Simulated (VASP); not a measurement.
# BaLiC: phonons from a supercell, part 2 of 4

How does the lattice of BaLiC vibrate? The cell is invented: it takes the structure of a Materials Project entry for BaLiSi (space group 187 there), with some of its atoms replaced by other elements, volume scaled by an estimate. It may not be a known or stable phase.

VASP 6.6.1; PBE; plane waves and PAW (Ba_sv, C, Li); invented cell.

So far. Step 2 (Relax the host): The run ended after 9 ionic steps, 1.029 eV below its first step, once forces and stress met EDIFFG = -0.02. Step 3 (Relax the host again, on a new basis): The start already met the threshold, so nothing moved. The relaxed cell has a = 4.175, c = 3.956 Å (conventional setting).

**4. Tight relaxation**

Force constants are second derivatives, so residual forces and stress must first be far smaller than in an ordinary relaxation. Smearing, mesh and cutoff differ from the relaxation before, which can move the cell too.

INCAR reads:

```
SYSTEM = BaLiC
PREC = Accurate
ENCUT = 480
EDIFF = 1E-08
NELM = 120
ISMEAR = 1
SIGMA = 0.2
LREAL = .FALSE.
ALGO = Fast
GGA = PE
NBANDS = 13
LORBIT = 11
LWAVE = .FALSE.
LCHARG = .FALSE.
KPAR = 4
IBRION = 1
NSW = 30
ISIF = 3
EDIFFG = -0.002
POTIM = 0.4
```

POSCAR reads:

```
BaLiC
1.0
    4.1748862011      0.0000000000      0.0000000000
   -2.0874431005      3.6155575648      0.0000000000
    0.0000000000      0.0000000000      3.9557314243
Ba C Li
1 1 1
Direct
    0.6666666700      0.3333333300      0.0000000000
    0.3333333300      0.6666666700      0.5000000000
    0.0000000000      0.0000000000      0.5000000000
```

KPOINTS reads:

```
Automatic mesh
0
Gamma
9 9 8
0 0 0
```

PAW data sets: Ba_sv, C and Li (PBE family, release 64).

On the command line:

```sh
$ mpirun -np 4 vasp_std
```

Output:

```text
[... set-up lines as in an earlier step ...]
 entering main loop
       N       E                     dE             d eps       ncg     rms          rms(c)
DAV:   1     0.694579023261E+02    0.69458E+02   -0.60027E+03  1560   0.889E+02
DAV:   2    -0.740473627697E+01   -0.76863E+02   -0.71572E+02  2085   0.175E+02
DAV:   3    -0.118407236043E+02   -0.44360E+01   -0.43824E+01  2103   0.449E+01
DAV:   4    -0.119771476460E+02   -0.13642E+00   -0.13628E+00  2126   0.616E+00
DAV:   5    -0.119781957372E+02   -0.10481E-02   -0.10480E-02  2098   0.589E-01    0.650E+00
RMM:   6    -0.105898492502E+02    0.13883E+01   -0.33692E+00  1560   0.692E+00    0.335E+00
RMM:   7    -0.105480736004E+02    0.41776E-01   -0.28886E-01  1669   0.267E+00    0.195E+00
RMM:   8    -0.105356208325E+02    0.12453E-01   -0.11243E-01  1672   0.203E+00    0.376E-01
RMM:   9    -0.105351381025E+02    0.48273E-03   -0.35475E-02  1798   0.785E-01    0.162E-01
RMM:  10    -0.105355775434E+02   -0.43944E-03   -0.45801E-03  1914   0.310E-01    0.922E-02
RMM:  11    -0.105357036090E+02   -0.12607E-03   -0.12154E-03  1831   0.177E-01    0.366E-02
RMM:  12    -0.105357328838E+02   -0.29275E-04   -0.32519E-04  2044   0.760E-02    0.112E-02
RMM:  13    -0.105357417652E+02   -0.88814E-05   -0.87902E-05  2113   0.430E-02    0.658E-03
RMM:  14    -0.105357445649E+02   -0.27997E-05   -0.31074E-05  2145   0.211E-02    0.269E-03
RMM:  15    -0.105357457691E+02   -0.12041E-05   -0.94987E-06  2174   0.123E-02    0.282E-03
RMM:  16    -0.105357462132E+02   -0.44418E-06   -0.37353E-06  2112   0.832E-03    0.969E-04
RMM:  17    -0.105357464720E+02   -0.25880E-06   -0.11946E-06  2014   0.407E-03    0.432E-04
 num prob  num prob  num prob  num prob  num prob RMM:  18    -0.105357465180E+02   -0.45915E-07   -0.43361E-07  1772   0.225E-03    0.402E-04
RMM:  19    -0.105357465958E+02   -0.77849E-07   -0.17316E-07  1661   0.207E-03    0.266E-04
 num prob  num prob  num prob RMM:  20    -0.105357465445E+02    0.51280E-07   -0.64360E-08  1316   0.109E-03    0.142E-04
 num prob  num prob  num prob  num prob RMM:  21    -0.105357465603E+02   -0.15764E-07   -0.23259E-08  1142   0.560E-04    0.303E-05
 num prob  num prob  num prob  num prob RMM:  22    -0.105357465625E+02   -0.21969E-08   -0.80941E-09   941   0.355E-04
   1 F= -.10535747E+02 E0= -.10530736E+02  d E =-.105357E+02
 BRION: g(F)=  0.299E-43 g(S)=  0.259E-02
 bond charge predicted
       N       E                     dE             d eps       ncg     rms          rms(c)
DAV:   1    -0.105397716515E+02   -0.40251E-02   -0.11818E-01  1985   0.240E+00    0.172E-01
RMM:   2    -0.105387650447E+02    0.10066E-02   -0.18242E-03  1568   0.276E-01    0.918E-02
RMM:   3    -0.105384057621E+02    0.35928E-03   -0.78074E-04  1586   0.178E-01    0.256E-02
RMM:   4    -0.105384088649E+02   -0.31028E-05   -0.16455E-04  1727   0.775E-02    0.118E-02
RMM:   5    -0.105384134090E+02   -0.45440E-05   -0.26312E-05  1974   0.259E-02    0.578E-03
RMM:   6    -0.105384149679E+02   -0.15589E-05   -0.55144E-06  2008   0.117E-02    0.148E-03
RMM:   7    -0.105384152090E+02   -0.24111E-06   -0.13712E-06  2008   0.561E-03    0.631E-04
RMM:   8    -0.105384152182E+02   -0.91726E-08   -0.51989E-07  1914   0.302E-03    0.214E-04
RMM:   9    -0.105384152371E+02   -0.18982E-07   -0.15366E-07  1680   0.169E-03    0.117E-04
 num prob  num prob RMM:  10    -0.105384152390E+02   -0.18315E-08   -0.60132E-08  1427   0.986E-04
   2 F= -.10538415E+02 E0= -.10532712E+02  d E =-.266868E-02
[... from here on, the cycles between the ionic steps are left out ...]
   3 F= -.10525481E+02 E0= -.10523776E+02  d E =0.129341E-01
[...]
num prob WARNING in EDDRMM: call to ZHEGV failed, returncode =   8  4      8
   4 F= -.10524032E+02 E0= -.10522722E+02  d E =0.144960E-02
[...]
WARNING in EDDRMM: call to ZHEGV failed, returncode =   6  3      5
   5 F= -.10526689E+02 E0= -.10524641E+02  d E =-.265754E-02
   6 F= -.10538573E+02 E0= -.10532776E+02  d E =-.118844E-01
[...]
WARNING in EDDRMM: call to ZHEGV failed, returncode =   8  4      5
WARNING in EDDRMM: call to ZHEGV failed, returncode =   8  4      8
[...]
num prob  num prob  num prob WARNING in EDDRMM: call to ZHEGV failed, returncode =   6  3      5
   7 F= -.10482612E+02 E0= -.10483000E+02  d E =0.559612E-01
[...]
WARNING in EDDRMM: call to ZHEGV failed, returncode =   6  3      7
   8 F= -.10571914E+02 E0= -.10565996E+02  d E =-.893018E-01
[...]
WARNING in EDDRMM: call to ZHEGV failed, returncode =   6  3      7
[...]
WARNING in EDDRMM: call to ZHEGV failed, returncode =   8  4      8
[...]
WARNING in EDDRMM: call to ZHEGV failed, returncode =   6  3      6
   9 F= -.10153623E+02 E0= -.10154021E+02  d E =0.418291E+00
[...]
WARNING in EDDRMM: call to ZHEGV failed, returncode =   8  4      7
[...]
num prob WARNING in EDDRMM: call to ZHEGV failed, returncode =   8  4      7
  10 F= -.10596167E+02 E0= -.10593257E+02  d E =-.442545E+00
[...]
WARNING in EDDRMM: call to ZHEGV failed, returncode =   8  4      6
  11 F= -.10608426E+02 E0= -.10607465E+02  d E =-.122585E-01
  12 F= -.10610878E+02 E0= -.10611161E+02  d E =-.245235E-02
  13 F= -.10611458E+02 E0= -.10611429E+02  d E =-.579669E-03
 BRION: g(F)=  0.146E-43 g(S)=  0.293E-05 retain N=  1 mean eig= 3.31
 eig:   3.309
 bond charge predicted
       N       E                     dE             d eps       ncg     rms          rms(c)
DAV:   1    -0.106114784780E+02   -0.20691E-04   -0.14052E-03  1870   0.261E-01    0.183E-02
RMM:   2    -0.106114672607E+02    0.11217E-04   -0.19815E-05  1573   0.292E-02    0.106E-02
RMM:   3    -0.106114629669E+02    0.42938E-05   -0.62140E-06  1590   0.165E-02    0.368E-03
RMM:   4    -0.106114626115E+02    0.35541E-06   -0.20682E-06  1663   0.950E-03    0.109E-03
RMM:   5    -0.106114626210E+02   -0.95089E-08   -0.27066E-07  1796   0.284E-03    0.623E-04
 num prob RMM:   6    -0.106114626177E+02    0.32990E-08   -0.52518E-08  1420   0.120E-03
  14 F= -.10611463E+02 E0= -.10611463E+02  d E =-.482504E-05
 BRION: g(F)=  0.126E-43 g(S)=  0.408E-07 retain N=  1 mean eig= 3.31
 eig:   3.311
 reached required accuracy - stopping structural energy minimisation
```

Run time: 2.5 min. Hardware: 4 MPI ranks of AMD EPYC 7R43, shared host; peak memory 0.7 GiB.

OUTCAR, selected parts (step 4):

```text
The static configuration has the point symmetry D_3h.

 Found     60 irreducible k-points:

   k-points           NKPTS =     60   k-points in BZ     NKDIM =     60   number of bands    NBANDS=     13

   dimension x,y,z NGX =    30 NGY =   30 NGZ =   28
   dimension x,y,z NGXF=    60 NGYF=   60 NGZF=   56

   ENCUT  =  480.0 eV  35.28 Ry    5.94 a.u.   7.46  7.46  7.07*2*pi/ulx,y,z

   NELECT =      15.0000    total number of electrons

 E-fermi :   2.5564

 k-point     1 :       0.0000    0.0000    0.0000
  band No.  band energies     occupation
      1     -24.7625      2.00000
      2      -9.8349      2.00000
      3      -9.5812      2.00000
      4      -9.5812      2.00000
      5      -5.7622      2.00000
      6       2.6933      0.09149
      7       2.6933      0.09149
      8       3.0445     -0.00301
      9       3.1154     -0.00056
     10       5.9520     -0.00000
    ...

 k-point     2 :       0.1111    0.0000    0.0000
  band No.  band energies     occupation
    ...
      2      -9.8095      2.00000
      3      -9.7484      2.00000
      4      -9.6134      2.00000
      5      -5.6583      2.00000
      6       2.3206      2.07023
      7       2.7280     -0.00686
      8       2.9632     -0.01431
      9       3.3738     -0.00000
     10       6.2382     -0.00000
     11       6.6535      0.00000
    ...

  Total        0.0009690      0.0009690      0.0011378      0.0000000     -0.0000000      0.0000000
  in kB        0.0261871      0.0261871      0.0307496      0.0000000     -0.0000000      0.0000000
  external PRESSURE =       0.0277079 kB  Pullay stress =       0.0000000 kB

  energy-cutoff  :      480.00
  volume of cell :       59.28
      direct lattice vectors                 reciprocal lattice vectors
     3.956680555 -0.000000000 -0.000000000     0.252737108  0.145917835 -0.000000000
    -1.978340277  3.426585922  0.000000000     0.000000000  0.291835670 -0.000000000
     0.000000000  0.000000000  4.372531355     0.000000000 -0.000000000  0.228700475

 POSITION                                       TOTAL-FORCE (eV/Angst)
 -----------------------------------------------------------------------------------
      1.97834      1.14220      0.00000        -0.000000     -0.000000     -0.000000
     -0.00000      2.28439      2.18627        -0.000000      0.000000      0.000000
      0.00000      0.00000      2.18627         0.000000     -0.000000      0.000000
 -----------------------------------------------------------------------------------
    total drift:                               -0.000005      0.000003     -0.000000

  FREE ENERGIE OF THE ION-ELECTRON SYSTEM (eV)
  ---------------------------------------------------
  free  energy   TOTEN  =       -10.6114626177 eV

  energy  without entropy=      -10.6114645629  energy(sigma->0) =      -10.61146327

 total charge
# of ion       s       p       d       tot
------------------------------------------
    1        2.038   5.562   0.420   8.021
    2        0.904   1.240   0.000   2.144
    3        0.145   0.187   0.000   0.332
--------------------------------------------------
tot          3.088   6.989   0.420  10.497

[... 4 parts as in an earlier step ...]

[... 6 further parts left out ...]
```

Step by step:

```csv
step,energy less that of the first step (eV),largest force (eV/Å),pressure (GPa),volume (Å³)
1,0.0000,0.0000,-0.10,59.71
2,-0.0027,0.0000,-0.04,59.62
3,0.0103,0.0000,-0.20,59.77
4,0.0117,0.0000,-0.10,59.59
5,0.0091,0.0000,-0.03,59.51
6,-0.0028,0.0000,0.09,59.41
7,0.0531,0.0000,-0.20,59.32
8,-0.0362,0.0000,-0.06,59.52
9,0.3821,0.0000,1.30,57.54
10,-0.0604,0.0000,-0.05,59.43
11,-0.0727,0.0000,-0.01,59.33
12,-0.0751,0.0000,0.03,59.23
13,-0.0757,0.0000,0.01,59.28
14,-0.0757,0.0000,0.00,59.28
```

```csv
"conventional cell, symmetrised",before,after,change
a (Å),4.175,3.957,-5.2 %
b (Å),4.175,3.957,-5.2 %
c (Å),3.956,4.373,+10.5 %
volume (Å³/atom),19.90,19.76,-0.7 %
```

Final coordinates:

```
Ba C Li
1.0
     3.95668    0.00000    0.00000
    -1.97834    3.42659    0.00000
     0.00000    0.00000    4.37253
Ba C Li
1 1 1
Direct
  0.66667 0.33333 0.00000
  0.33333 0.66667 0.50000
  0.00000 0.00000 0.50000
```

This step gave:

```yaml
electronic_cycles: 187
free_energy_toten: -10.61 eV
fermi_energy: 2.556 eV
pressure: 0.002771 GPa
```

The run ended after 14 ionic steps, 0.076 eV below its first step, once forces and stress met EDIFFG = -0.002.

**5. Force constants in the supercell**

System of this step: BaLiC. Symmetry: P-6m2, No. 187, hexagonal system. The conventional cell has a = 3.957 Å, b = 3.957 Å, c = 4.373 Å, α = 90.00°, β = 90.00°, γ = 120.00°. Nearest to Ba lie 6 Li at 3.16 Å and 6 C at 3.16 Å. Nearest to C lie 3 Li at 2.28 Å and 6 Ba at 3.16 Å. Nearest to Li lie 3 C at 2.28 Å and 6 Ba at 3.16 Å. it takes the structure of a Materials Project entry for BaLiSi (space group 187 there), with some of its atoms replaced by other elements, volume scaled by an estimate. Farther neighbours are not listed.

Each independent atom is moved by 0.015 Å both ways; the forces give the force constants out to half the supercell.

INCAR reads:

```
SYSTEM = BaLiC
PREC = Accurate
ENCUT = 480
EDIFF = 1E-07
NELM = 120
ISMEAR = 1
SIGMA = 0.2
LREAL = Auto
ALGO = Fast
GGA = PE
LWAVE = .FALSE.
LCHARG = .FALSE.
KPAR = 4
IBRION = 6
NSW = 1
NFREE = 2
POTIM = 0.015
ISIF = 0
ADDGRID = .TRUE.
```

POSCAR reads:

```
BaLiC
1.0
    7.9133611092      0.0000000000      0.0000000000
   -3.9566805544      6.8531718450      0.0000000000
    0.0000000000      0.0000000000     13.1175940653
Ba C Li
12 12 12
Direct
    0.3333333350      0.1666666650      0.0000000000
    0.3333333350      0.1666666650      0.3333333333
    0.3333333350      0.1666666650      0.6666666667
    0.3333333350      0.6666666650      0.0000000000
    0.3333333350      0.6666666650      0.3333333333
    0.3333333350      0.6666666650      0.6666666667
    0.8333333350      0.1666666650      0.0000000000
    0.8333333350      0.1666666650      0.3333333333
    0.8333333350      0.1666666650      0.6666666667
    0.8333333350      0.6666666650      0.0000000000
    0.8333333350      0.6666666650      0.3333333333
    0.8333333350      0.6666666650      0.6666666667
    0.1666666650      0.3333333350      0.1666666667
    0.1666666650      0.3333333350      0.5000000000
    0.1666666650      0.3333333350      0.8333333333
    0.1666666650      0.8333333350      0.1666666667
    0.1666666650      0.8333333350      0.5000000000
    0.1666666650      0.8333333350      0.8333333333
    0.6666666650      0.3333333350      0.1666666667
    0.6666666650      0.3333333350      0.5000000000
    0.6666666650      0.3333333350      0.8333333333
    0.6666666650      0.8333333350      0.1666666667
    0.6666666650      0.8333333350      0.5000000000
    0.6666666650      0.8333333350      0.8333333333
    0.0000000000      0.0000000000      0.1666666667
    0.0000000000      0.0000000000      0.5000000000
    0.0000000000      0.0000000000      0.8333333333
    0.0000000000      0.5000000000      0.1666666667
    0.0000000000      0.5000000000      0.5000000000
    0.0000000000      0.5000000000      0.8333333333
    0.5000000000      0.0000000000      0.1666666667
    0.5000000000      0.0000000000      0.5000000000
    0.5000000000      0.0000000000      0.8333333333
    0.5000000000      0.5000000000      0.1666666667
    0.5000000000      0.5000000000      0.5000000000
    0.5000000000      0.5000000000      0.8333333333
```

KPOINTS reads:

```
Automatic mesh
0
Gamma
5 5 3
0 0 0
```

On the command line:

```sh
$ mpirun -np 4 vasp_std
```

Output:

```text
[banner, memory and clock lines left out]
running    4 mpi-ranks, on    1 nodes
[...]
LDA part: xc-table for (Slater+PW92), standard interpolation
 POSCAR, INCAR and KPOINTS ok, starting setup
[...]
entering main loop
       N       E                     dE             d eps       ncg     rms          rms(c)
DAV:   1     0.114693460368E+04    0.11469E+04   -0.74705E+04  2180   0.135E+03
DAV:   2    -0.372480026607E+02   -0.11842E+04   -0.11521E+04  3009   0.268E+02
DAV:   3    -0.141314212207E+03   -0.10407E+03   -0.10153E+03  2744   0.788E+01
DAV:   4    -0.145922091233E+03   -0.46079E+01   -0.44530E+01  3168   0.146E+01
[...]
RMM:  14    -0.127360905369E+03   -0.26127E-03   -0.27900E-03  3346   0.849E-02    0.691E-02
RMM:  15    -0.127360903086E+03    0.22831E-05   -0.20259E-03  2985   0.644E-02    0.187E-02
RMM:  16    -0.127360927212E+03   -0.24127E-04   -0.45888E-04  3322   0.347E-02    0.126E-02
WARNING in EDDRMM: call to ZHEGV failed, returncode =   6  3     63
WARNING in EDDRMM: call to ZHEGV failed, returncode =   8  4     81
WARNING in EDDRMM: call to ZHEGV failed, returncode =   6  3     75
WARNING in EDDRMM: call to ZHEGV failed, returncode =   8  4     76
WARNING in EDDRMM: call to ZHEGV failed, returncode =   8  4     61
WARNING in EDDRMM: call to ZHEGV failed, returncode =   8  4     63
WARNING in EDDRMM: call to ZHEGV failed, returncode =   6  3     64
RMM:  17    -0.127360952671E+03   -0.25459E-04   -0.21426E-04  3431   0.242E-02    0.939E-03
RMM:  18    -0.127360956971E+03   -0.42996E-05   -0.93464E-05  3469   0.133E-02    0.254E-03
WARNING in EDDRMM: call to ZHEGV failed, returncode =   8  4     57
WARNING in EDDRMM: call to ZHEGV failed, returncode =   6  3     71
WARNING in EDDRMM: call to ZHEGV failed, returncode =   6  3     72
WARNING in EDDRMM: call to ZHEGV failed, returncode =   6  3     73
WARNING in EDDRMM: call to ZHEGV failed, returncode =   6  3     74
WARNING in EDDRMM: call to ZHEGV failed, returncode =   6  3     91
RMM:  19    -0.127360960866E+03   -0.38948E-05   -0.41173E-05  3157   0.850E-03    0.326E-03
RMM:  20    -0.127360962598E+03   -0.17320E-05   -0.12193E-05  2740   0.539E-03    0.190E-03
WARNING in EDDRMM: call to ZHEGV failed, returncode =   6  3     63
 num prob WARNING in EDDRMM: call to ZHEGV failed, returncode =   8  4     77
RMM:  21    -0.127360963184E+03   -0.58602E-06   -0.43224E-06  2501   0.324E-03    0.859E-04
 num prob  num prob WARNING in EDDRMM: call to ZHEGV failed, returncode =   8  4     55
 num prob  num prob  num prob  num prob  num prob RMM:  22    -0.127360963484E+03   -0.29989E-06   -0.21286E-06  1942   0.202E-03    0.460E-04
 num prob  num prob  num prob  num prob  num prob  num prob  num prob  num prob  num prob  num prob  num prob  num prob  num prob  num prob  num prob  num prob  num prob RMM:  23    -0.127360963666E+03   -0.18206E-06   -0.73879E-07  1708   0.133E-03    0.328E-04
 num prob  num prob  num prob  num prob  num prob  num prob  num prob  num prob  num prob  num prob WARNING in EDDRMM: call to ZHEGV failed, returncode =   8  4     96
 num prob  num prob RMM:  24    -0.127360963700E+03   -0.34350E-07   -0.27616E-07  1226   0.878E-04
   1 F= -.12736096E+03 E0= -.12735620E+03  d E =-.143057E-01
[... from here on, the cycles between the ionic steps are left out ...]
   2 F= -.12736057E+03 E0= -.12735580E+03  d E =-.143138E-01
[...]
WARNING in EDDRMM: call to ZHEGV failed, returncode =   8  4     53
[...]
num prob  num prob  num prob  num prob  num prob  num prob  num prob  num prob  num prob  num prob WARNING in EDDRMM: call to ZHEGV failed, returncode =   6  3     59
 num prob  num prob  num prob  num prob  num prob  num prob  num prob  num prob  num prob WARNING in EDDRMM: call to ZHEGV failed, returncode =   6  3     60
   3 F= -.12736057E+03 E0= -.12735580E+03  d E =-.143136E-01
   4 F= -.12736062E+03 E0= -.12735585E+03  d E =-.143245E-01
[...]
num prob WARNING in EDDRMM: call to ZHEGV failed, returncode =   6  3     54
 num prob  num prob WARNING in EDDRMM: call to ZHEGV failed, returncode =   8  4     51
   5 F= -.12736062E+03 E0= -.12735585E+03  d E =-.143246E-01
[...]
WARNING in EDDRMM: call to ZHEGV failed, returncode =   8  4     55
WARNING in EDDRMM: call to ZHEGV failed, returncode =   8  4     54
[...]
WARNING in EDDRMM: call to ZHEGV failed, returncode =   8  4     53
   6 F= -.12736072E+03 E0= -.12735596E+03  d E =-.143001E-01
   7 F= -.12736072E+03 E0= -.12735596E+03  d E =-.142972E-01
[...]
hard stop encountered!  aborting job ...
[...]
|     The electronic self-consistency was not achieved in the given           |
[...]
soft stop encountered!  aborting job ...
   8 F= -.12736084E+03 E0= -.12735607E+03  d E =-.143188E-01
 deleting file STOPCAR
```

Elapsed: 1.6 h, on 4 MPI ranks; peak memory 10 GiB.

The run was stopped at its time limit, so it gives no result of its own.

(Continued in part 3 of 4.)

[Lines on the potential files, build, host, timing and source positions are cut from VASP's logs without a mark.]

[Logs are printed without paths, hosts, clocks, repeated set-up lines and the standing remarks that a program may print on its own settings, such as how far it seeks lower states.]

[Hosts, paths, dates, database ids (printed as entryN), source tags and the programs' standing remarks are cut or masked in the printed files.]

[Runs that stopped without an error message from VASP are left out.]
